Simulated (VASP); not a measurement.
Output of a VASP run:

File OUTCAR:
```
 ion  position               nearest neighbor table
   1  0.000  0.000  0.000-   2 2.54   2 2.54   2 2.54   2 2.54
   2  0.250  0.250  0.250-   1 2.54   1 2.54   1 2.54   1 2.54
  LATTYP: Found a face centered cubic cell.
 ALAT       =     5.8667677944
 Subroutine PRICEL returns:
 Original cell was already a primitive cell.
 Subroutine GETGRP returns: Found 24 space group operations
The static configuration has the point symmetry T_d .
The dynamic configuration has the point symmetry T_d .
 Subroutine INISYM returns: Found 24 space group operations
 Subroutine IBZKPT returns following result:
 Found     29 irreducible k-points:

 Following reciprocal coordinates:
            Coordinates               Weight
  0.000000  0.000000  0.000000      1.000000
  0.125000  0.000000  0.000000      8.000000
  0.250000  0.000000  0.000000      8.000000
  0.375000  0.000000  0.000000      8.000000
  0.500000  0.000000  0.000000      4.000000
  0.125000  0.125000  0.000000      6.000000
  0.250000  0.125000  0.000000     24.000000
  0.375000  0.125000  0.000000     24.000000
  0.500000  0.125000  0.000000     24.000000
 -0.375000  0.125000  0.000000     24.000000
 -0.250000  0.125000  0.000000     24.000000
 -0.125000  0.125000  0.000000     12.000000
  0.250000  0.250000  0.000000      6.000000
  0.375000  0.250000  0.000000     24.000000
  0.500000  0.250000  0.000000     24.000000
 -0.375000  0.250000  0.000000     24.000000
 -0.250000  0.250000  0.000000     12.000000
  0.375000  0.375000  0.000000      6.000000
  0.500000  0.375000  0.000000     24.000000
 -0.375000  0.375000  0.000000     12.000000
  0.500000  0.500000  0.000000      3.000000
  0.375000  0.250000  0.125000     24.000000
  0.500000  0.250000  0.125000     48.000000
 -0.375000  0.250000  0.125000     24.000000
  0.500000  0.375000  0.125000     24.000000
 -0.375000  0.375000  0.125000     48.000000
 -0.250000  0.375000  0.125000     24.000000
 -0.375000  0.500000  0.125000     12.000000
 -0.250000  0.500000  0.250000      6.000000
   k-points           NKPTS =     29   k-points in BZ     NKDIM =     29   number of bands    NBANDS=     13
   number of dos      NEDOS =    301   number of ions     NIONS =      2
   total plane-waves  NPLWV =  32768
   dimension x,y,z NGX =    32 NGY =   32 NGZ =   32
   dimension x,y,z NGXF=    64 NGYF=   64 NGZF=   64
   ions per type =               1   1
   PREC   = accura    normal or accurate (medium, high low for compatibility)
   ISTART =      0    job   : 0-new  1-cont  2-samecut
   ICHARG =      2    charge: 1-file 2-atom 10-const
   ISPIN  =      1    spin polarized calculation?
   LNONCOLLINEAR =      F non collinear calculations
   LSORBIT =      F    spin-orbit coupling
   INIWAV =      1    electr: 0-lowe 1-rand  2-diag
   ENCUT  =  520.0 eV  38.22 Ry    6.18 a.u.   7.71  7.71  7.71*2*pi/ulx,y,z
   NELM   =    100;   NELMIN=  2; NELMDL= -5     # of ELM steps
   EDIFF  = 0.1E-06   stopping-criterion for ELM
   LREAL  =      F    real-space projection
   NLSPLINE    = F    spline interpolate recip. space projectors
   LMAXMIX     =    4 max onsite mixed and CHGCAR
   VOSKOWN=      0    Vosko Wilk Nusair interpolation
   EDIFFG = 0.1E-05   stopping-criterion for IOM
   NSW    =      0    number of steps for IOM
   NBLOCK =      1;   KBLOCK =      1    inner block; outer block
   IBRION =     -1    ionic relax: 0-MD 1-quasi-New 2-CG
   NFREE  =      0    steps in history (QN), initial steepest desc. (CG)
   ISIF   =      2    stress and relaxation
   ISYM   =      2    0-nonsym 1-usesym 2-fastsym
   TEIN   =    0.0    initial temperature
   TEBEG  =    0.0;   TEEND  =   0.0 temperature during run
   SMASS  =  -3.00    Nose mass-parameter (am)
   PSTRESS=    0.0 pullay stress
   NELECT =      18.0000    total number of electrons
   EFERMI =   0.00;   METHOD = LEGACY
   ISMEAR =     0;   SIGMA  =   0.05  broadening in eV -4-tet -1-fermi 0-gaus
   IALGO  =     38    algorithm
...
```

### OSZICAR
```
       N       E                     dE             d eps       ncg     rms          rms(c)
DAV:   1     0.106925567376E+03    0.10693E+03   -0.80364E+03   754   0.153E+03
DAV:   2     0.845886001101E+00   -0.10608E+03   -0.98953E+02   764   0.267E+02
DAV:   3    -0.705610518897E+01   -0.79020E+01   -0.77873E+01  1048   0.879E+01
DAV:   4    -0.731838236129E+01   -0.26228E+00   -0.26212E+00   884   0.135E+01
DAV:   5    -0.732810180136E+01   -0.97194E-02   -0.97191E-02  1129   0.294E+00    0.644E+00
DAV:   6    -0.721967829502E+01    0.10842E+00   -0.49627E+00   770   0.691E+01    0.408E+00
DAV:   7    -0.700334717460E+01    0.21633E+00   -0.11308E+00   824   0.417E+01    0.204E+00
DAV:   8    -0.700160871863E+01    0.17385E-02   -0.75205E-02  1137   0.515E+00    0.558E-01
DAV:   9    -0.699648077905E+01    0.51279E-02   -0.18297E-02   919   0.455E+00    0.264E-01
DAV:  10    -0.699652473737E+01   -0.43958E-04   -0.84512E-04   864   0.226E-01    0.201E-01
DAV:  11    -0.699632376509E+01    0.20097E-03   -0.12268E-03  1002   0.128E+00    0.457E-02
DAV:  12    -0.699632636976E+01   -0.26047E-05   -0.15665E-04  1116   0.180E-01    0.453E-02
DAV:  13    -0.699632624813E+01    0.12163E-06   -0.18289E-06  1211   0.164E-02    0.298E-02
DAV:  14    -0.699632517880E+01    0.10693E-05   -0.23388E-06  1151   0.230E-02    0.165E-02
DAV:  15    -0.699632481640E+01    0.36240E-06   -0.63483E-07   976   0.251E-02    0.668E-03
DAV:  16    -0.699632470506E+01    0.11133E-06   -0.39551E-07   714   0.221E-02    0.924E-04
DAV:  17    -0.699632471125E+01   -0.61891E-08   -0.71504E-08   417   0.429E-03
   1 F= -.69963247E+01 E0= -.69963247E+01  d E =-.581016E-11
```

OUTCAR:
```
------------------------ aborting loop because EDIFF is reached ----------------------------------------
  FORCE on cell =-STRESS in cart. coord.  units (eV):
  Direction    XX          YY          ZZ          XY          YZ          ZX
  --------------------------------------------------------------------------------------
  Total       -0.0113567     -0.0113567     -0.0113567     -0.0000000      0.0000000      0.0000000
  in kB       -0.3604345     -0.3604345     -0.3604345     -0.0000000      0.0000000      0.0000000
  external PRESSURE =      -0.3604345 kB  Pullay stress =       0.0000000 kB
  volume of cell :       50.48
      direct lattice vectors                 reciprocal lattice vectors
     0.000000000  2.933383897  2.933383897    -0.170451607  0.170451607  0.170451607
     2.933383897  0.000000000  2.933383897     0.170451607 -0.170451607  0.170451607
     2.933383897  2.933383897  0.000000000     0.170451607  0.170451607 -0.170451607
  FREE ENERGIE OF THE ION-ELECTRON SYSTEM (eV)
  ---------------------------------------------------
  free  energy   TOTEN  =        -6.9963247113 eV

  energy  without entropy=       -6.9963247112  energy(sigma->0) =       -6.99632471
```
(Selected blocks of OUTCAR.)

File POSCAR:
```
CuI
1
    0.0000000000     2.9333838972     2.9333838972
    2.9333838972     0.0000000000     2.9333838972
    2.9333838972     2.9333838972     0.0000000000
Cu I
1 1
Direct
  0.0000000000   0.0000000000   0.0000000000
  0.2500000000   0.2500000000   0.2500000000
```

Write an INCAR and KPOINTS that could have produced this output.

This is not unique; one that fits is the input of the run itself, LDA (Ceperley-Alder, Perdew-Zunger), plane waves, VASP's LDA PAW potentials (set 64).

**INCAR**
```
SYSTEM = CuI
PREC = Accurate
ENCUT = 520
EDIFF = 1E-7
NELM = 100
ALGO = Normal
LREAL = .FALSE.
LASPH = .TRUE.
ISMEAR = 0
SIGMA = 0.05
LMAXMIX = 4
LWAVE = .FALSE.
LCHARG = .FALSE.
ISIF = 2
```

KPOINTS:
```
Regular mesh
0
G
  8 8 8
0 0 0
```

POTCAR, in this order: Cu I (LDA.64 set). Program: vasp_std.

The compound is CuI in the zinc blende structure. It was relaxed first, which changed the volume by -9 %.
